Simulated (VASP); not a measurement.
Data:

```
CELL_PARAMETERS angstrom
      0.00000     2.06658     2.06658
      2.06658     0.00000     2.06658
      2.06658     2.06658     0.00000
ATOMIC_POSITIONS crystal
  Mg 0.00000 0.00000 0.00000
  O  0.50000 0.50000 0.50000
```

Computed with PBE GGA with D4 dispersion, VASP's PBE PAW potentials (set 64) (plane waves; VASP). Numerical set-up: 520 eV cut-off, 11×11×11 Γ-centred mesh, Gaussian smearing of 0.050 eV, potentials Mg O.

**Question.** Give the stress tensor in GPa (positive for a compressed cell).

**Answer.** 
```
11.05   0.00   0.00
 0.00  11.05   0.00
 0.00   0.00  11.05
```
The pressure is its mean diagonal, 11.05 GPa.

The compound is MgO in the rock salt structure. This cell is one point of a volume scan, at 0.94 of the reference volume.
